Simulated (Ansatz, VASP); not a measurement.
**Co (Cobalt): VASP beside Ansatz**

One calculation is typed for both programs; each brings its own data sets. How far apart do they land? The structure shown comes from an earlier Ansatz run, which isn't shown and may have moved the atoms alone.

Method: plane waves, with VASP 6.6.1 beside it; elastic constants at BLYP, in Ansatz 0.2.0.

**1. Set-up**

It takes space group P6_3/mmc (No. 194, hexagonal). The conventional cell has a = 2.529 Å, b = 2.529 Å, c = 4.090 Å, α = 90.00°, β = 90.00°, γ = 120.00°. Nearest to Co lie 12 Co at 2.51 to 2.53 Å.

**2. Ansatz: elastic constants, BLYP**

Ansatz runs on its default PAW (the set named soft_2) files.

Elastic constants are differences of stresses under small strains, so they test the stress and the mesh.

File input.yaml:

```yaml
crystal:
  lattice:
    - [2.5294318751, 0.0, 0.0]
    - [-1.2647159376, 2.190552261, 0.0]
    - [0.0, 0.0, 4.0898978467]
  atoms:
    - { symbol: Co, position: [0.3333333333, 0.6666666667, 0.25], spin: 1.84 }
    - { symbol: Co, position: [0.6666666667, 0.3333333333, 0.75], spin: 1.84 }
kpoints:
  mp_grid: { grid: [18, 18, 10] }
hamiltonian:
  xc: blyp
scf:
  occupations: { method: methfessel_paxton, width: 0.25 }
output:
  forces: true
  stress: true
  eigenvalues: true
  populations: true
magnetization:
  spin_polarized: true
elastic:
  mode: relaxed_ion
  stencil: two_point
  amplitude: 0.01
```

Run with:

```sh
ansatz run input.yaml --threads 4 --pin off --max-ram 16384MiB --backend cpu --events-out ev --progress --plain --runs-dir out
```

Numbers of over 12 decimals in the logs are rounded to 6 here.

Output:

```text
Engine: ansatz 0.2.0, aarch64-unknown-linux-gnu
Pseudopotentials: kind: paw
Pseudopotential: Co, paw, valence charge 17, recommended cutoff 420 eV (normal), Co.paw.azcp
Functional definition: BLYP
  parameter beta = 0.0042
  parameter a = 0.04918
  parameter b = 0.132
  parameter c = 0.2533
  parameter d = 0.349
  exchange = b88_x(beta = beta)
  correlation = lyp_c(a = a, b = b, c = c, d = d)
Crystal: 2 atoms, lattice volume = 22.662 Å³
Basis set: ecut = 420 eV, 451 PW (Γ), exchange–correlation on 36×36×60 points (8 copies of the dense FFT grid, shifted against one another)
Bands: 23, of which v1, the nominal top of the filled ones, is band 17 counted from 1 (16 counted from 0)
Symmetry: 24 space group operations
Space group: P63/mmc (ITA 194), of the structure as read, at distance tolerance 2.8e-5 Å
Magnetic group: BNS 194.263 (UNI 1493), of the structure as read, at distance tolerance 2.8e-5 Å
k-points: 222 of 3240
Non-local potential: Co, projectors of the file, l = 0: 3, l = 1: 2, l = 2: 3, l = 3: 1
PAW form: soft (Blöchl's): semilocal exchange-correlation on the pseudo side does not see the compensation charge
PAW frozen core: Co, regenerated for the run's functional, and the local potential with it (the file was generated under x = pbe(κ = 0.804, μ = 0.219515), c = pbe(β = 0.066725))
PAW one-centre angular grid: Co, 590 points (default); XC on 64 Gauss nodes
Initial density: superposition of atomic densities (chi_scale 0.1, normalization cell)
Starting moments: Σ|m| = 3.68 μB on 2 of 2 sites
Initial wavefunctions: pseudopotential atomic-orbital guess
Functional: x = b88, c = lyp
SCF 1 converged in 10 iterations: F = -10268.520483 eV  dr2 = 4.71e-8
  greatest PAW one-centre occupation: 1.002 electrons in one spin orbital (limit 2), on the Co atom at site 1 (counted from 0), in its partial waves of l = 1
Initial density: read from a saved state, or passed on in memory by an earlier SCF of this step, an earlier step, the calling program or the single point that the run made first
Stability of the state it starts from, as read at its close in the collinear treatment: not read, because cold or Methfessel-Paxton smearing, or corrected tetrahedra, fill the levels in a way that the test cannot read (fill_not_monotonic); its run was given moments
Starting moments: Σ|m| = 3.68 μB on 2 of 2 sites; this step starts from the density that it was given
iter 1 solved again at ethr=4.39e-9 eV; its pass at ethr=3.10e-3 eV (dr2=1.49e-6 eV) is discarded
SCF iter   1: F=—  HF=-10268.520483 eV  |F-HF|=—  |Δ(HF+E_count)|=         —  Δρ=1.41e-5 (↑1.16e-5 ↓1.41e-5)  dr2=4.34e-8  dr2_m=5.09e-9  M=3.203 μB ∫|m|=3.519 μB  β_m=0.30  ethr=4.39e-9  ⟨swp⟩=4.0  Hψ=72408  notcnv=0
preconditioner: auto → none  [metal: Δε(μ)=0.006 eV  Ē_g=9.198 eV  σ=0.250 eV  W_gap=0.02  n_scr=8 (ndim 8)  ℏωp=33.1 eV  f_vac=0.000  D(μ)=1.78/eV (n_scr^D=22)]
SCF iter   2: F=—  HF=-10268.520483 eV  |F-HF|=—  |Δ(HF+E_count)|=   2.42e-8  S|Δr|=    0.00e0  Δρ=8.07e-6 (↑4.05e-6 ↓8.07e-6)  dr2=9.31e-9  dr2_m=3.09e-9  M=3.203 μB ∫|m|=3.519 μB  β_m=0.33  ethr=1.28e-10  ⟨swp⟩=2.1  Hψ=14711  notcnv=0
SCF iter   3: F=—  HF=-10268.520483 eV  |F-HF|=—  |Δ(HF+E_count)|=   1.57e-9  S|Δr|=    0.00e0  Δρ=5.41e-6 (↑3.07e-6 ↓5.41e-6)  dr2=2.29e-9  dr2_m=1.74e-9  M=3.203 μB ∫|m|=3.519 μB  β_m=0.48  ethr=2.74e-11  ⟨swp⟩=2.4  Hψ=13422  notcnv=0
SCF iter   4: F=—  HF=-10268.520483 eV  |F-HF|=—  |Δ(HF+E_count)|=   3.83e-9  S|Δr|=    0.00e0  Δρ=1.91e-6 (↑5.21e-7 ↓1.91e-6)  dr2=1.78e-10  dr2_m=2.36e-10  M=3.203 μB ∫|m|=3.519 μB  β_m=0.67  ethr=6.75e-12  ⟨swp⟩=2.4  Hψ=16556  notcnv=0
SCF iter   5: F=—  HF=-10268.520483 eV  |F-HF|=—  |Δ(HF+E_count)|=  6.08e-10  S|Δr|=    0.00e0  Δρ=3.35e-7 (↑1.56e-7 ↓3.35e-7)  dr2=2.95e-11  dr2_m=5.46e-12  M=3.203 μB ∫|m|=3.519 μB  β_m=0.83  ethr=5.24e-13 (applied; sched 1.00e-12)  ⟨swp⟩=2.0  Hψ=16910  notcnv=0
SCF iter   6: F=—  HF=-10268.520483 eV  |F-HF|=—  |Δ(HF+E_count)|=    0.00e0  S|Δr|=    0.00e0  Δρ=4.75e-8 (↑4.75e-8 ↓3.17e-8)  dr2=8.64e-13  dr2_m=6.73e-14  M=3.203 μB ∫|m|=3.519 μB  β_m=0.84  ethr=8.66e-14 (applied; sched 1.00e-12)  ⟨swp⟩=2.0  Hψ=13473  notcnv=0
SCF iter   7: F=-10268.520483 eV  HF=-10268.520483 eV  |F-HF|=5.46e-12  |Δ(HF+E_count)|=  1.82e-12  S|Δr|=    0.00e0  Δρ=1.20e-8 (↑1.20e-8 ↓9.41e-9)  dr2=4.72e-14  dr2_m=5.90e-15  M=3.203 μB ∫|m|=3.519 μB  ethr=1.00e-12  ⟨swp⟩=4.0  Hψ=30589  notcnv=0
SCF 2 converged in 7 iterations: F = -10268.520483 eV  dr2 = 4.72e-14
Crystal: 2 atoms, lattice volume = 22.435 Å³
Basis set: ecut = 420 eV, 435 PW (Γ), exchange–correlation on 36×36×60 points (8 copies of the dense FFT grid, shifted against one another)
Symmetry: 8 space group operations
k-points: 546 of 3240
Initial density: handed on by an earlier stage of this run
Initial wavefunctions: pseudopotential atomic-orbital guess (no wavefunctions were taken with the density)
[...]
SCF iter   6: F=—  HF=-10268.519885 eV  |F-HF|=—  |Δ(HF+E_count)|=  8.55e-11  S|Δr|=    0.00e0  Δρ=6.76e-7 (↑6.32e-7 ↓6.76e-7)  dr2=2.06e-10  dr2_m=4.58e-13  M=3.203 μB ∫|m|=3.519 μB  β_m=0.58  ethr=5.27e-14 (applied; sched 1.00e-12)  ⟨swp⟩=2.0  Hψ=70029  notcnv=0  defer=5  recentre
[...]
SCF 22 converged in 7 iterations: F = -10268.519885 eV  dr2 = 9.19e-16
relax step   3: F+E_penalty+E_count = -10268.51988544 eV  Δ(F+E_penalty+E_count) = -6.494e-9 eV  max|allowed force component| = 6.374e-6 eV/Å  Δτ_max = 0.0000 Å  (7 SCF iters, accepted)
iter 1 solved again at ethr=1.00e-12 eV; its pass at ethr=3.10e-3 eV (dr2=4.58e-15 eV) is discarded
SCF iter   1: F=—  HF=-10268.519885 eV  |F-HF|=—  |Δ(HF+E_count)|=         —  Δρ=4.98e-9 (↑4.56e-9 ↓4.98e-9)  dr2=9.21e-16  dr2_m=4.18e-15  M=3.203 μB ∫|m|=3.519 μB  β_m=0.30  ethr=1.00e-12  ⟨swp⟩=2.7  Hψ=175479  notcnv=0
SCF iter   2: F=-10268.519885 eV  HF=-10268.519885 eV  |F-HF|=0.00e0  |Δ(HF+E_count)|=    0.00e0  S|Δr|=    0.00e0  Δρ=3.71e-9 (↑3.40e-9 ↓3.71e-9)  dr2=1.86e-16  dr2_m=2.47e-15  M=3.203 μB ∫|m|=3.519 μB  ethr=1.00e-12  ⟨swp⟩=3.9  Hψ=122290  notcnv=0
SCF 23 converged in 2 iterations: F = -10268.519885 eV  dr2 = 1.86e-16
SCF converged after 7 iterations
Stability not checked: this state was not tested for a lower state beside it, because cold or Methfessel-Paxton smearing, or corrected tetrahedra, fill the levels in a way that the test cannot read (fill_not_monotonic; see scf.lower_state_search)
Magnetization: 3.2034 μB (18.6017 up, 15.3983 down)
Absolute magnetization: 3.5201 μB (∫|ρ↑−ρ↓|, with the PAW one-centre terms)
Spin contamination: 0.0551 ħ² per cell (⟨S²⟩ above its minimum at these occupations)
Per-site moments (μB) at R_I (Å): [(1.674144, 1.036557), (1.674144, 1.036557)]
Free energy (F): -10268.520483 eV
Harris-Foulkes:  -10268.520483 eV  (|F-HF|=5.46e-12)
Internal energy: -10268.523907 eV  (E = F + TS)
E sigma→0 (E₀):  -10268.521339 eV
Entropy (-TS):   0.003424 eV (1.712 meV/atom)
Fermi energy:    18.170681 eV
--- Per-component energies (eV) ---
  E_band       = -500.338034
  E_kinetic    = 906.493001
  E_local      = -5798.072031  (includes V_loc(G=0)·N_el)
  E_nonlocal   = 908.169202
  E_hartree    = 2433.119626
  E_xc         = -314.102220
  E_vxc        = -403.934594  (∫ρ·V_xc dr)
  E_paw        = -3053.028003  (= ΣΔE_a)
  E_vpaw       = -979.232979  (= ΣTr[D̂ρ^β])
  E_aug_tail   = 0.000136  (compensation charges beyond the density's cutoff)
  E_ewald      = -5351.117800
  E_core_change = 0.014181  (= ΣΔE_core)
  E_smearing   = 0.003424  (= −TS)
  E_closure    = 0.000000  (closes the sum)
  Σ components = -10268.520483   (vs F -10268.520483, Δ=0.00e0)
--- Forces (eV/Å), atoms counted from 1 ---
  atom   1  Co     0.00000000    -0.00000000     0.00000000
  atom   2  Co    -0.00000000     0.00000000     0.00000000
  max |Σ_I F_I| component: 0.00e0 eV/Å
--- Stress (GPa, compression-positive) ---
        0.003326      -0.000000       0.000000
       -0.000000       0.003326       0.000000
        0.000000       0.000000       0.007382
  P = ⅓ Tr σ = 0.0047 GPa (0.047 kbar)
--- Band table (eV; the first three rows and the last of 444) ---
  k-point 0 ↑: bands = [... 13 lower, 15.9546, 15.9546, 16.2765, 16.2765, 17.3266, 17.3266, 18.2656, 24.1541, ... 2 higher]
  k-point 1 ↑: bands = [... 13 lower, 15.9284, 15.9284, 16.3382, 16.3382, 17.3215, 17.3215, 17.8339, 24.7796, ... 2 higher]
  k-point 2 ↑: bands = [... 13 lower, 15.8585, 15.8585, 16.4878, 16.4878, 16.9327, 17.3002, 17.3002, 26.2867, ... 2 higher]
  k-point 221 ↓: bands = [... 13 lower, 16.5675, 17.9991, 17.9991, 19.1953, 19.1953, 24.3421, 24.3421, 26.0581, ... 2 higher]
--- Elastic constants: 3 strain directions × 2 members + reference (group order 24) ---
  dense FFT box of the reference and of every strained cell: 18×18×30
  strains applied: 11, 33, 23; error gains: componentwise 1.00 (the most a stress slope's error grows in a printed constant), spectral 1.41 (1 for all six strains in a standard setting)
  C = ∂σ_k/∂η_j (tension-positive GPa; Voigt order 11 22 33 23 13 12):
       312.670    150.170    109.932      0.000      0.000      0.000
       150.170    312.670    109.932      0.000      0.000     -0.000
       109.791    109.791    346.868      0.000      0.000      0.000
         0.000      0.000      0.000     83.394      0.000      0.000
         0.000      0.000      0.000      0.000     83.394      0.000
         0.000     -0.000     -0.000      0.000      0.000     81.250
  reference stress σ⁰ (GPa):     -0.003     -0.003     -0.007     -0.000     -0.000      0.000
  C* (energy form; C + prestress term) asymmetry max|C*_kj − C*_jk| = 1.447e-1 GPa — a small one proves nothing (zero by symmetry where the batch's group is 432, −43m or m−3m); a large one is finite-difference/SCF noise where every solve meets its electron count
  moduli (Voigt/Reuss/Hill, GPa): K = 190.22/190.21/190.22   G = 89.76/87.77/88.77   E = 230.45   ν = 0.298
  mechanically stable: yes (min eigenvalue of sym C = 81.25 GPa)
  strain η (Voigt 11):  stress-route row diagonal C_11 = 312.67 GPa, energy-path curvature d²(F+E_count+ΔE)/dδ²/Ω₀ = 312.57 GPa
         δ    σ_11 (GPa)             F (eV)   n_scf  n_hpsi   n_pw
    -1.000e-2      -3.3294      -10268.5181731       2  208398    458   relax 5 steps, max|allowed force component| 9.60e-8 eV/Å
     1.000e-2       2.9240      -10268.5183710       2  203570    468   relax 3 steps, max|allowed force component| 2.34e-6 eV/Å
  strain η (Voigt 33):  stress-route row diagonal C_33 = 346.87 GPa, energy-path curvature d²(F+E_count+ΔE)/dδ²/Ω₀ = 346.85 GPa
         δ    σ_33 (GPa)             F (eV)   n_scf  n_hpsi   n_pw
    -1.000e-2      -3.6302      -10268.5179398      10  222200    458   relax 0 steps, max|allowed force component| 6.01e-17 eV/Å
     1.000e-2       3.3071      -10268.5181051      12  248082    462   relax 0 steps, max|allowed force component| 3.01e-17 eV/Å
  strain η (Voigt 23):  stress-route row diagonal C_44 = 83.39 GPa, energy-path curvature d²(F+E_count+ΔE)/dδ²/Ω₀ = 83.47 GPa
         δ    σ_23 (GPa)             F (eV)   n_scf  n_hpsi   n_pw
    -1.000e-2      -0.8339      -10268.5198854       2  331806    462   relax 4 steps, max|allowed force component| 4.43e-5 eV/Å
     1.000e-2       0.8339      -10268.5198854       2  322019    462   relax 3 steps, max|allowed force component| 6.37e-6 eV/Å
--- Löwdin populations: 2 sites ---
  site symbol       q [e]    m [muB]
     0     Co     16.7989     1.6632
     1     Co     16.7989     1.6632
  spilling = 0.011831 (of n_electrons = 34.000000)
```

The column dr2 measures how far the density is from self-consistency, as an energy; F and HF (Harris–Foulkes) agree once it is small.

(Continued in part 2 of 2.)

[Lines on the potential files, build, host, timing and source positions are cut from VASP's logs without a mark.]

[Logs are printed without paths, hosts, clocks, repeated set-up lines and the standing remarks that a program may print on its own settings, such as how far it seeks lower states.]

[Hosts, paths, dates, database ids (printed as entryN), source tags and the programs' standing remarks are cut or masked in the printed files.]
